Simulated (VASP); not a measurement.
# ZrTi7N8 (Fm-3m) in VASP: notebook, part 2 of 2

VASP 6.6.1.

## Step 3: Relaxation of cell and atoms, PBE

This run uses another cell than the first one, of 9.94 Å³/atom, 1.012 times its volume.

File INCAR:

```
ALGO = Normal
EDIFF = 1E-7
EDIFFG = -0.005
ENCUT = 600
GGA = PE
IBRION = 2
ISIF = 3
ISMEAR = 1
KPAR = 4
LASPH = True
LCHARG = False
LREAL = False
LWAVE = False
NELM = 80
NSW = 90
PREC = Accurate
SIGMA = 0.1
```

File KPOINTS:

```
k-points
0
Gamma
  8 8 8
```

File POSCAR:

```
ZrTi7N8                                 
1.0
   -4.2998519316     -4.2998519316     -0.0000000000
    0.0000000000     -4.2998519316      4.2998519316
   -4.2998519316      0.0000000000      4.2998519316
  Zr              Ti              N             
     1     7     8
Direct
     0.5000000000000000    0.0000000000000000    0.0000000000000000
     0.0000000000000000    0.0000000000000000    0.0000000000000000
     0.5000000000000000    0.5000000000000000    0.0000000000000000
     0.0000000000000000    0.5000000000000000    0.0000000000000000
     0.5000000000000000    0.0000000000000000    0.5000000000000000
     0.0000000000000000    0.0000000000000000    0.5000000000000000
     0.5000000000000000    0.5000000000000000    0.5000000000000000
     0.0000000000000000    0.5000000000000000    0.5000000000000000
     0.7500000000000000    0.2500000000000000    0.2500000000000000
     0.2439736435750010    0.2560263564249989    0.2560263564249989
     0.7560263564249989    0.7439736435750011    0.2560263564249989
     0.2439736435750010    0.7439736435750011    0.2560263564249989
     0.7560263564249989    0.2560263564249989    0.7439736435750011
     0.2439736435750010    0.2560263564249989    0.7439736435750011
     0.7560263564249989    0.7439736435750011    0.7439736435750011
     0.2500000000000000    0.7500000000000000    0.7500000000000000
```

Potentials or basis: VASP PAW PBE potentials, release 64 (Zr_sv, Ti_sv, N).

Started as:

```bash
> cat potpaw_PBE.64/Zr_sv/POTCAR potpaw_PBE.64/Ti_sv/POTCAR potpaw_PBE.64/N/POTCAR > POTCAR
> mpirun -np 4 vasp_std > vasp.out
```

OUTCAR:

```text
EDIFF = 1E-7
   EDIFFG = -0.005
   ENCUT = 600
   GGA = PE
   IBRION = 2
   ISIF = 3
   ISMEAR = 1
   LASPH = True
   LREAL = False
   NELM = 80
   NSW = 90
   PREC = Accurate

 ion  position               nearest neighbor table
   1  0.500  0.000  0.000-  10 2.20  11 2.20  12 2.20  13 2.20  14 2.20  15 2.20   2 3.04   3 3.04
                             5 3.04   5 3.04   6 3.04   7 3.04   3 3.04   4 3.04   7 3.04   2 3.04
   2  0.000  0.000  0.000-   9 2.15  16 2.15  12 2.15  13 2.15  14 2.15  11 2.15   1 3.04   1 3.04

   3  0.500  0.500  0.000-   9 2.15  16 2.15  12 2.15  13 2.15  15 2.15  10 2.15   1 3.04   1 3.04

   4  0.000  0.500  0.000-   9 2.15  16 2.15  11 2.15  14 2.15  15 2.15  10 2.15   1 3.04   1 3.04
[... 7 lines left out ...]
   8  0.000  0.500  0.500-  10 2.10  11 2.10  12 2.10  13 2.10  14 2.10  15 2.10
   9  0.750  0.250  0.250-   2 2.15   3 2.15   4 2.15   5 2.15   6 2.15   7 2.15
  10  0.244  0.256  0.256-   8 2.10   4 2.15   5 2.15   6 2.15   3 2.15   1 2.20
  11  0.756  0.744  0.256-   8 2.10   4 2.15   5 2.15   7 2.15   2 2.15   1 2.20
  12  0.244  0.744  0.256-   8 2.10   3 2.15   6 2.15   7 2.15   2 2.15   1 2.20
  13  0.756  0.256  0.744-   8 2.10   3 2.15   6 2.15   7 2.15   2 2.15   1 2.20
  14  0.244  0.256  0.744-   8 2.10   4 2.15   5 2.15   7 2.15   2 2.15   1 2.20
  15  0.756  0.744  0.744-   8 2.10   4 2.15   5 2.15   6 2.15   3 2.15   1 2.20
[... 2215 lines left out ...]
     80      13.0869     -0.00000

 [... further k-points ...]

 [bands above 80 left out]

------------------------ aborting loop because EDIFF is reached ----------------------------------------

  FORCE on cell =-STRESS in cart. coord.  units (eV):
  Direction    XX          YY          ZZ          XY          YZ          ZX
  --------------------------------------------------------------------------------------
  -------------------------------------------------------------------------------------
  Total       -0.0024356     -0.0024356     -0.0024356      0.0000000      0.0000000      0.0000000
  in kB       -0.0245433     -0.0245433     -0.0245433      0.0000000      0.0000000      0.0000000
  external PRESSURE =      -0.0245433 kB  Pullay stress =       0.0000000 kB

 VOLUME and BASIS-vectors are now :
 -----------------------------------------------------------------------------
  energy-cutoff  :      600.00
  volume of cell :      159.00
      direct lattice vectors                 reciprocal lattice vectors
    -4.299851932 -4.299851932  0.000000000    -0.116283074 -0.116283074 -0.116283074
     0.000000000 -4.299851932  4.299851932     0.116283074 -0.116283074  0.116283074
    -4.299851932  0.000000000  4.299851932    -0.116283074  0.116283074  0.116283074

 POSITION                                       TOTAL-FORCE (eV/Angst)
 -----------------------------------------------------------------------------------
     -2.14993     -2.14993      0.00000        -0.000000      0.000000      0.000000
      0.00000      0.00000      0.00000        -0.000000     -0.000000      0.000000
     -2.14993     -4.29985      2.14993         0.000000      0.000000      0.000000
      0.00000     -2.14993      2.14993        -0.000000      0.000000      0.000000
     -4.29985     -2.14993      2.14993         0.000000      0.000000      0.000000
     -2.14993      0.00000      2.14993         0.000000      0.000000      0.000000
[... 8 lines left out ...]
     -6.44978     -6.44978      6.39795         0.000000      0.000000     -0.002234
     -4.29985     -4.29985      6.44978        -0.000000     -0.000000      0.000000
 -----------------------------------------------------------------------------------
    total drift:                               -0.000000     -0.000000      0.000000

  FREE ENERGIE OF THE ION-ELECTRON SYSTEM (eV)
  ---------------------------------------------------
  free  energy   TOTEN  =      -157.3862866993 eV

  energy  without entropy=     -157.3786534848  energy(sigma->0) =     -157.38374229

 reached required accuracy - stopping structural energy minimisation
```

OSZICAR:

```text
N       E                     dE             d eps       ncg     rms          rms(c)
DAV:   1     0.228759198605E+04    0.22876E+04   -0.70538E+04  4698   0.229E+03
DAV:   2     0.274461193198E+03   -0.20131E+04   -0.19594E+04  4698   0.707E+02
[... 11 lines left out ...]
DAV:  14    -0.157386290437E+03    0.90414E-04   -0.16354E-03  6915   0.258E-01    0.385E-02
DAV:  15    -0.157386294381E+03   -0.39434E-05   -0.21064E-04  6932   0.936E-02    0.275E-02
DAV:  16    -0.157386288467E+03    0.59142E-05   -0.83630E-05  6363   0.648E-02    0.793E-03
DAV:  17    -0.157386287419E+03    0.10472E-05   -0.79853E-06  6460   0.139E-02    0.470E-03
DAV:  18    -0.157386286867E+03    0.55191E-06   -0.14199E-06  6546   0.732E-03    0.153E-03
DAV:  19    -0.157386286626E+03    0.24132E-06   -0.46951E-07  5524   0.397E-03    0.102E-03
DAV:  20    -0.157386286699E+03   -0.73156E-07   -0.10463E-07  3507   0.242E-03
   1 F= -.15738629E+03 E0= -.15738374E+03  d E =-.157386E+03
```

CONTCAR:

```text
ZrTi7N8
   1.00000000000000
    -4.2998519316000001   -4.2998519316000001    0.0000000000000000
     0.0000000000000000   -4.2998519316000001    4.2998519316000001
    -4.2998519316000001    0.0000000000000000    4.2998519316000001
  Zr              Ti              N
     1     7     8
Direct
     0.5000000000000000    0.0000000000000000    0.0000000000000000
     0.0000000000000000    0.0000000000000000    0.0000000000000000
     0.5000000000000000    0.5000000000000000    0.0000000000000000
     0.0000000000000000    0.5000000000000000    0.0000000000000000
     0.5000000000000000    0.0000000000000000    0.5000000000000000
     0.0000000000000000    0.0000000000000000    0.5000000000000000
[... 8 lines left out ...]
     0.7560263564249965    0.7439736435750035    0.7439736435750035
     0.2500000000000000    0.7500000000000000    0.7500000000000000

  0.00000000E+00  0.00000000E+00  0.00000000E+00
  0.00000000E+00  0.00000000E+00  0.00000000E+00
  0.00000000E+00  0.00000000E+00  0.00000000E+00
  0.00000000E+00  0.00000000E+00  0.00000000E+00
  0.00000000E+00  0.00000000E+00  0.00000000E+00
  0.00000000E+00  0.00000000E+00  0.00000000E+00
[... 8 lines left out ...]
  0.00000000E+00  0.00000000E+00  0.00000000E+00
  0.00000000E+00  0.00000000E+00  0.00000000E+00
```

Run time: 2.8 min. Hardware: 4 MPI ranks of Intel Xeon 6975P-C (Granite Rapids), shared host; peak memory 0.57 GiB.

What came out:

- Free energy: -157.3863 eV
- Pressure after relaxing: 0.0 GPa
- Band gap on the k mesh: none (metal or under the smearing width)

Forces in eV/Å, atoms in the order of the input:
```
Zr   0.000  0.000  0.000
Ti   0.000  0.000  0.000
Ti   0.000  0.000  0.000
Ti   0.000  0.000  0.000
Ti   0.000  0.000  0.000
Ti   0.000  0.000  0.000
Ti   0.000  0.000  0.000
Ti   0.000  0.000  0.000
N    0.000  0.000  0.000
N    0.000  0.000  0.002
N   -0.002  0.000  0.000
N    0.000  0.002  0.000
N    0.000 -0.002  0.000
N    0.002  0.000  0.000
N    0.000  0.000 -0.002
N    0.000  0.000  0.000
```

Final structure:
```xyz
16
Lattice="-4.2999 -4.2999 0.0000 0.0000 -4.2999 4.2999 -4.2999 0.0000 4.2999" Properties=species:S:1:pos:R:3 pbc="T T T"
Zr   -2.1499   -2.1499    0.0000
Ti    0.0000    0.0000    0.0000
Ti   -2.1499   -4.2999    2.1499
Ti    0.0000   -2.1499    2.1499
Ti   -4.2999   -2.1499    2.1499
Ti   -2.1499    0.0000    2.1499
Ti   -4.2999   -4.2999    4.2999
Ti   -2.1499   -2.1499    4.2999
N    -4.2999   -4.2999    2.1499
N    -2.1499   -2.1499    2.2018
N    -4.3517   -6.4498    4.2999
N    -2.1499   -4.2480    4.2999
N    -6.4498   -4.3517    4.2999
N    -4.2480   -2.1499    4.2999
N    -6.4498   -6.4498    6.3980
N    -4.2999   -4.2999    6.4498
```

Caveat: the relaxation stopped at its first step, so nothing moved.
